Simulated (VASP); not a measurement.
# LiSb3 (P1) in VASP: single point with r2SCAN

Aim: the single point of LiSb3 with r2SCAN.

All numbers are computed with VASP 6.6.1; they aren't measurements. Logs are shortened: lines on timing, memory, paths and dates and some standing lists are left out, and cuts for length are marked.

### Step 1. The structure

The typed cell holds 4 atoms: a = 5.055 Å, b = 4.938 Å, c = 5.001 Å, α = 60.98°, β = 58.66°, γ = 60.49°.

The cell was built by a generator and needn't be a form met in nature.

### Step 2. Single point, r2SCAN

File POSCAR:

```
LiSb3
1.0
   -0.0072222900      3.6334892200      3.5139190600
    3.4693402200     -0.0078958800      3.5145926500
    3.4531901600      3.6180137400      0.0082541900
Sb Li
3 1
Direct
    0.0057700000      0.0027170000      0.0041350000
    0.2425470000      0.2454700000      0.2437230000
    0.7617460000      0.7527850000      0.7341660000
    0.5005750000      0.5222030000      0.4953900000
```

File INCAR.step1:

```
SYSTEM = LiSb3
  ALGO = Normal
  EDIFF = 1E-4
  ENCUT = 520
  GGA = PE
  ISMEAR = -5
  LASPH = .TRUE.
  LCHARG = .FALSE.
  LREAL = .FALSE.
  LWAVE = .TRUE.
  NELM = 100
  PREC = Accurate
  SIGMA = 0.1
```

File INCAR.step2:

```
SYSTEM = LiSb3
  ALGO = Normal
  EDIFF = 1E-6
  ENCUT = 520
  ISIF = 2
  ISMEAR = -1
  ISTART = 1
  LASPH = .TRUE.
  LCHARG = .FALSE.
  LMIXTAU = .TRUE.
  LORBIT = 11
  LREAL = .FALSE.
  LWAVE = .FALSE.
  METAGGA = R2SCAN
  NELM = 100
  PREC = Accurate
  SIGMA = 0.1
```

File KPOINTS:

```
Automatic mesh
0
Gamma
  5 5 5
  0.5 0 0.5
```

Potentials or basis: VASP PAW PBE potentials, release 64 (Sb, Li_sv).

On the command line:

```console
$ cat potpaw_PBE.64/Sb/POTCAR potpaw_PBE.64/Li_sv/POTCAR > POTCAR
$ cp INCAR.step1 INCAR
$ mpirun -np 1 vasp_std > vasp.out
$ cp INCAR.step2 INCAR
$ mpirun -np 1 vasp_std > vasp.out
```

OUTCAR:

```text
SYSTEM = LiSb3
   EDIFF = 1E-6
   ENCUT = 520
   ISIF = 2
   ISMEAR = -1
   ISTART = 1
   LASPH = .TRUE.
   LORBIT = 11
   LREAL = .FALSE.
   METAGGA = R2SCAN
   NELM = 100
   PREC = Accurate

 ion  position               nearest neighbor table
   1  0.006  0.003  0.004-   2 2.93   3 2.97   3 3.07   3 3.09   2 3.10   2 3.10   3 3.12   2 3.13

   2  0.243  0.245  0.244-   1 2.93   4 2.97   4 3.04   4 3.05   1 3.10   1 3.10   1 3.13   3 3.42
                             3 3.46   3 3.47   3 3.60   3 3.60   3 3.67
   3  0.762  0.753  0.734-   1 2.97   4 2.98   4 3.03   1 3.07   1 3.09   4 3.10   1 3.12   4 3.15
                             2 3.42   2 3.46   2 3.47   2 3.60   2 3.60   2 3.67
   4  0.501  0.522  0.495-   2 2.97   3 2.98   3 3.03   2 3.04   2 3.05   3 3.10   3 3.15

  LATTYP: Found a triclinic cell.
 ALAT       =     5.0439955187
 B/A-ratio  =     0.9790841905
 C/A-ratio  =     0.9765846804
 COS(alpha) =     0.0129699677
 COS(beta)  =     0.4902185534
 COS(gamma) =     0.4981185945

  Lattice vectors:

 A1 = (   0.0161500600,  -3.6259096200,   3.5063384600)
 A2 = (   3.4693402200,  -0.0078958800,   3.5145926500)
 A3 = (  -3.4604124500,   0.0154754800,   3.5056648700)

Analysis of symmetry for initial positions (statically):
=====================================================================
 Subroutine PRICEL returns:
 Original cell was already a primitive cell.

 Routine SETGRP: Setting up the symmetry group for a
 triclinic supercell.

 Subroutine GETGRP returns: Found  1 space group operations
 (whereof  1 operations were pure point group operations)
 out of a pool of  2 trial point group operations.

The static configuration has the point symmetry C_1 .

Analysis of symmetry for dynamics (positions and initial velocities):
=====================================================================
 Subroutine PRICEL returns:
 Original cell was already a primitive cell.

 Routine SETGRP: Setting up the symmetry group for a
 triclinic supercell.

 Subroutine GETGRP returns: Found  1 space group operations
 (whereof  1 operations were pure point group operations)
 out of a pool of  2 trial point group operations.

The dynamic configuration has the point symmetry C_1 .

 Subroutine INISYM returns: Found  1 space group operations
 (whereof  1 operations are pure point group operations),
 and found     1 'primitive' translations

----------------------------------------------------------------------------------------

                                     Primitive cell

  volume of cell :      88.2888

  direct lattice vectors                    reciprocal lattice vectors
    -0.007222290  3.633489220  3.513919060    -0.144026335  0.137139962  0.142480011
     3.469340220 -0.007895880  3.514592650     0.143658296 -0.137438643  0.142410614
     3.453190160  3.618013740  0.008254190     0.144955902  0.138368249 -0.142778653

  length of vectors
     5.054693189  4.938496269  5.001461170     0.244645679  0.244556475  0.246056355

  position of ions in fractional coordinates (direct lattice)
     0.005770000  0.002717000  0.004135000
     0.242547000  0.245470000  0.243723000
     0.761746000  0.752785000  0.734166000
     0.500575000  0.522203000  0.495390000

  ion indices of the primitive-cell ions
   primitive index   ion index
                 1           1
                 2           2
                 3           3
                 4           4

----------------------------------------------------------------------------------------

 KPOINTS: Automatic mesh

Automatic generation of k-mesh.
 Grid dimensions read from file:
 generate k-points for:    5    5    5

 Generating k-lattice:

  Cartesian coordinates                     Fractional coordinates (reciprocal lattice)
    -0.028805267  0.027427992  0.028496002     0.200000000  0.000000000  0.000000000
     0.028731659 -0.027487729  0.028482123     0.000000000  0.200000000  0.000000000
     0.028991180  0.027673650 -0.028555731     0.000000000  0.000000000  0.200000000

  Length of vectors
     0.048929136  0.048911295  0.049211271

  Shift w.r.t. Gamma in fractional coordinates (k-lattice)
     0.500000000  0.000000000  0.500000000

 Subroutine IBZKPT returns following result:
 ===========================================

 Found     63 irreducible k-points:

 Following reciprocal coordinates:
            Coordinates               Weight
  0.100000  0.000000  0.100000      2.000000
  0.300000  0.000000  0.100000      2.000000
  0.500000  0.000000  0.100000      2.000000
 -0.300000  0.000000  0.100000      2.000000
 -0.100000  0.000000  0.100000      2.000000
  0.100000  0.200000  0.100000      2.000000
[... 16 lines left out ...]
  0.500000 -0.200000  0.100000      2.000000
 -0.300000 -0.200000  0.100000      2.000000
 [... further k-points ...]
   k-points           NKPTS =     63   k-points in BZ     NKDIM =     63   number of bands    NBANDS=     13
   number of dos      NEDOS =    301   number of ions     NIONS =      4
   total plane-waves  NPLWV =  64000
   dimension x,y,z NGX =    40 NGY =   40 NGZ =   40
   dimension x,y,z NGXF=    80 NGYF=   80 NGZF=   80
   ions per type =               3   1
   NGX,Y,Z   is equivalent  to a cutoff of  13.16, 13.47, 13.30 a.u.
   NGXF,Y,Z  is equivalent  to a cutoff of  26.31, 26.93, 26.59 a.u.
 SYSTEM =  LiSb3
   PREC   = accura    normal or accurate (medium, high low for compatibility)
   ISTART =      1    job   : 0-new  1-cont  2-samecut
   ICHARG =      0    charge: 1-file 2-atom 10-const
   ISPIN  =      1    spin polarized calculation?
   LNONCOLLINEAR =      F non collinear calculations
   LSORBIT =      F    spin-orbit coupling
   LASPH  =      T    aspherical Exc in radial PAW
   ENCUT  =  520.0 eV  38.22 Ry    6.18 a.u.   9.40  9.18  9.30*2*pi/ulx,y,z
   NELM   =    100;   NELMIN=  2; NELMDL=  0     # of ELM steps
   EDIFF  = 0.1E-05   stopping-criterion for ELM
   LREAL  =      F    real-space projection
   EDIFFG = 0.1E-04   stopping-criterion for IOM
   NSW    =      0    number of steps for IOM
   IBRION =     -1    ionic relax: 0-MD 1-quasi-New 2-CG
   NFREE  =      0    steps in history (QN), initial steepest desc. (CG)
   ISIF   =      2    stress and relaxation
   ISYM   =      2    0-nonsym 1-usesym 2-fastsym
   POTIM  = 0.5000    time-step for ionic-motion
   TEBEG  =    0.0;   TEEND  =   0.0 temperature during run
   PSTRESS=    0.0 pullay stress
   NELECT =      18.0000    total number of electrons
   NUPDOWN=      -1.0000    fix difference up-down
   EMIN   =  10.00;   EMAX   =-10.00  energy-range for DOS
   EFERMI =   0.00;   METHOD = LEGACY
   ISMEAR =    -1;   SIGMA  =   0.10  broadening in eV -4-tet -1-fermi 0-gaus
   EFERMI_NEDOS =   21; number of points for ismear=-14 and -15
   IALGO  =     38    algorithm
   IMIX   =      4    mixing-type and parameters
     AMIX     =   0.40;   BMIX     =  1.00
     AMIX_MAG =   1.60;   BMIX_MAG =  1.00
  volume/ion in A,a.u.               =      22.07       148.95
  Fermi-wavevector in a.u.,A,eV,Ry     =   0.963527  1.820802 12.631431  0.928384
  Thomas-Fermi vector in A             =   2.093080
   LORBIT       =     11    0 simple, 1 ext, 2 COOP (PROOUT), +10 PAW based schemes
   METAGGA = R2SCAN    functional components
   LHFCALC =     F    Hartree Fock is set to
   AEXX    =    0.0000 exact exchange contribution
   IVDW    =     0    specifies the selected vdW correction
   LEPSILON=     F    determine dielectric tensor
   LRPA    =     F    only Hartree local field effects (RPA)
 non-spin polarized calculation
  energy-cutoff  :      520.00
  volume of cell :       88.29
 maximum number of plane-waves:      2392
 NGX is ok and might be reduce to    40

 number of electron      18.0000000 magnetization

 Free energy of the ion-electron system (eV)
  ---------------------------------------------------
  ext. energy  EPLUGINS =         0.00000000
  ---------------------------------------------------
  free energy    TOTEN  =       -78.73653671 eV

  energy without entropy =      -78.67399311  energy(sigma->0) =      -78.70526491

 E-fermi :   8.5307     XC(G=0): -10.6981

 val. band max:        8.4596391298   @ k =   0.1000   0.2000   0.3000
 cond. band min:       8.5530482551   @ k =   0.5000  -0.4000   0.1000
 fundamental gap:      0.0934091253
 Fermi energy:         8.5306996739

 k-point     1 :       0.1000    0.0000    0.1000
  band No.  band energies     occupation
      1     -40.2644      2.00000
      2      -5.3247      2.00000
      3       0.8448      2.00000
      4       2.1714      2.00000
      5       4.3884      2.00000
      6       4.4722      2.00000
      7       5.8414      2.00000
      8       5.9949      2.00000
      9       6.5870      2.00000
     10       6.6923      2.00000
     11       8.2462      1.89007
     12       9.3596      0.00050
     13       9.6240      0.00004

 k-point     2 :       0.3000    0.0000    0.1000
  band No.  band energies     occupation
      1     -40.2644      2.00000
      2      -4.7848      2.00000
      3      -0.4180      2.00000
      4       1.0493      2.00000
      5       3.8471      2.00000
      6       4.4127      2.00000
      7       5.3303      2.00000
      8       6.5874      2.00000
      9       6.9886      2.00000
     10       8.1700      1.94718
     11       9.4936      0.00013
[... 339 lines left out ...]
 k-point    24 :      -0.3000   -0.2000    0.1000
  band No.  band energies     occupation
      1     -40.2644      2.00000
      2      -4.2699      2.00000
      3      -0.6712      2.00000
      4      -0.1045      2.00000
      5       3.0512      2.00000
      6       3.5518      2.00000
      7       6.0370      2.00000
      8       7.4206      1.99997
      9       7.9617      1.99326
     10       8.6615      0.42559
     11       9.6911      0.00002
     12      11.2455      0.00000
     13      11.9600      0.00000

 [... further k-points ...]

------------------------ aborting loop because EDIFF is reached ----------------------------------------

  FORCE on cell =-STRESS in cart. coord.  units (eV):
  Direction    XX          YY          ZZ          XY          YZ          ZX
  --------------------------------------------------------------------------------------
  -------------------------------------------------------------------------------------
  Total        4.6041409      6.5396354      5.2004817      0.7471444      0.0031059      0.1413359
  in kB       83.5513867    118.6748245     94.3731891     13.5584358      0.0563619      2.5648237
  external PRESSURE =      98.8664668 kB  Pullay stress =       0.0000000 kB

 VOLUME and BASIS-vectors are now :
 -----------------------------------------------------------------------------
  energy-cutoff  :      520.00
  volume of cell :       88.29
      direct lattice vectors                 reciprocal lattice vectors
    -0.007222290  3.633489220  3.513919060    -0.144026335  0.137139962  0.142480011
     3.469340220 -0.007895880  3.514592650     0.143658296 -0.137438643  0.142410614
     3.453190160  3.618013740  0.008254190     0.144955902  0.138368249 -0.142778653

 POSITION                                       TOTAL-FORCE (eV/Angst)
 -----------------------------------------------------------------------------------
      0.02366      0.03590      0.02986        -0.190820     -0.374385     -0.057958
      1.69149      1.76115      1.71703         0.151608      0.198075      0.212275
      5.14138      5.41807      5.32851         0.114556      0.145734     -0.077164
      3.51876      3.60704      3.59840        -0.075344      0.030577     -0.077152
 -----------------------------------------------------------------------------------
    total drift:                               -0.005897      0.009056     -0.015663

  FREE ENERGIE OF THE ION-ELECTRON SYSTEM (eV)
  ---------------------------------------------------
  free  energy   TOTEN  =       -78.7365367127 eV

  energy  without entropy=      -78.6739931071  energy(sigma->0) =      -78.70526491

 total charge

# of ion       s       p       d       tot
------------------------------------------
    1        1.248   1.069   0.076   2.393
    2        1.205   1.184   0.045   2.433
    3        1.206   1.182   0.044   2.432
    4        2.015   0.015   0.000   2.030
--------------------------------------------------
tot          5.673   3.449   0.165   9.288
```

Run time: 5.1 min. Hardware: 1 thread of Intel Xeon Platinum 8559C (Emerald Rapids), shared host; peak memory 0.29 GiB.

Results:

* Free energy: -78.7365 eV
* Largest force: 0.424 eV/Å
* Band gap on the k mesh: none (metal or under the smearing width)
* Valence electrons inside the program's atomic spheres: Sb 2.39, 2.43; Li 2.03

Forces on the atoms (eV/Å):
```
Sb  -0.191 -0.374 -0.058
Sb   0.152  0.198  0.212
Sb   0.115  0.146 -0.077
Li  -0.075  0.031 -0.077
```

Levels at points of the mesh, in eV from the Fermi level:
| k point | band 7 | band 8 | band 9 | band 10 | band 11 | band 12 |
| --- | --- | --- | --- | --- | --- | --- |
| (0.50, 0.00, 0.50) | -2.93 | 1.45 | 1.60 | 1.89 | 2.42 | 2.99 |

Caveat: the cutoff is under 1.25 times the usual one of these potentials, so pressure, stress and relaxed cells hold a basis-set (Pulay) error; the PAW data sets were made with another functional, which shifts forces and pressure a little. Spin-orbit coupling is left out, which matters for the levels of Sb.
